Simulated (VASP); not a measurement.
## InSi7O16 (a cell with a defect) (Cristobalite): electric field gradients with PBE

The system is InSi7O16 (a cell with a defect) (Cristobalite).

```
CELL_PARAMETERS angstrom
0.00000 4.98200 6.96300
4.98200 0.00000 6.96300
4.98200 4.98200 0.00000
ATOMIC_POSITIONS crystal
In 0.00000 0.00000 0.29897
Si 0.50000 0.50000 0.79897
Si 0.42397 0.82603 0.37500
Si 0.92397 0.32603 0.87500
Si 0.25000 0.25000 0.45103
Si 0.75000 0.75000 0.95103
Si 0.07603 0.67397 0.12500
Si 0.57603 0.17397 0.62500
O 0.02085 0.15727 0.08261
O 0.52085 0.65728 0.58261
O 0.38575 0.04238 0.35414
O 0.88575 0.54239 0.85415
O 0.40727 0.27086 0.48925
O 0.90728 0.77085 0.98925
O 0.29239 0.63575 0.96772
O 0.79239 0.13575 0.46773
O 0.11425 0.45761 0.28227
O 0.61425 0.95761 0.78228
O 0.09273 0.22914 0.66739
O 0.59272 0.72915 0.16739
O 0.20761 0.86425 0.39586
O 0.70761 0.36425 0.89585
O 0.47914 0.34273 0.76075
O 0.97915 0.84272 0.26075
```

* Program: VASP 6.6.1
* Task: electric field gradients
* Functional: PBE
* Potentials or basis: VASP PAW PBE potentials, release 64 (In_d, Si, O)
* Cutoff: 520 eV
* k mesh: 3 × 3 × 3
* Occupations: fermi-dirac, width 0.01 eV
* Spin: no spin polarisation
* Dipole correction: no
* Charge: -1
* Further INCAR settings: LREAL = Auto; ALGO = Fast; EDIFF = 1e-08; NBANDS = 86; NELECT = 138.0

```json
{"Largest force": "22.446 eV/Å", "Band gap on the k mesh": "4.15 eV, direct"}
```

Forces in eV/Å, atoms in the order of the input:
```
In   -0.047  -0.047   0.000
Si   -0.113  -0.113   0.000
Si    0.295  -0.962  -1.956
Si    0.080   2.369  -0.394
Si   -0.084  -0.212  -0.058
Si   -0.212  -0.084   0.058
Si    2.369   0.080   0.394
Si   -0.962   0.295   1.956
O    -4.084 -14.122  16.963
O    -0.042   0.861   0.571
O     0.077   0.046   0.872
O     0.200  -0.558   0.794
O     0.175  -0.466  -0.024
O    -0.339  -0.545   0.090
O    -0.352   0.145   0.557
O    20.375  -2.696  -7.343
O    -0.558   0.200  -0.794
O     0.046   0.077  -0.872
O    -0.545  -0.339  -0.090
O    -0.466   0.175   0.024
O    -2.696  20.375   7.343
O     0.145  -0.352  -0.557
O     0.861  -0.042  -0.571
O   -14.122  -4.084 -16.963
```

Levels at points of the mesh, in eV from the valence-band top:
| k point | band 66 | band 67 | band 68 | band 69 | band 70 | band 71 | band 72 | band 73 |
| --- | --- | --- | --- | --- | --- | --- | --- | --- |
| (0.00, 0.00, 0.00) | -0.97 | -0.30 | -0.08 | 0.00 | 4.15 | 7.29 | 7.38 | 7.64 |

Electric field gradients, principal values (V/Å²):
```csv
atom,Vxx,Vyy,Vzz
1 In,13.134,15.647,-28.781
2 Si,0.962,2.545,-3.507
3 Si,7.023,9.840,-16.863
4 Si,7.145,10.049,-17.195
5 Si,0.329,1.800,-2.130
6 Si,0.330,1.800,-2.130
7 Si,7.145,10.050,-17.196
8 Si,7.022,9.841,-16.863
9 O,-31.836,-39.459,71.294
10 O,-41.988,-46.397,88.385
11 O,-37.843,-48.914,86.757
12 O,-35.120,-50.920,86.039
13 O,-35.086,-49.283,84.369
14 O,-35.174,-49.707,84.881
15 O,-35.201,-49.213,84.414
16 O,-31.387,-38.199,69.586
17 O,-35.117,-50.919,86.036
18 O,-37.837,-48.917,86.754
19 O,-35.172,-49.704,84.875
20 O,-35.082,-49.281,84.363
21 O,-31.392,-38.198,69.590
22 O,-35.206,-49.211,84.417
23 O,-41.994,-46.398,88.391
24 O,-31.839,-39.461,71.300
```

It took 11 min on 1 thread of AMD EPYC 9R45 (Zen 5), with other jobs on the host, peak memory 0.56 GiB.

Caveat: the cell carries a net charge on a neutralising background, which shifts energy and pressure; the cell is charged against a uniform background, so pressure and absolute levels hang on convention; spin-orbit coupling is left out, which moves the levels of the heavy elements.
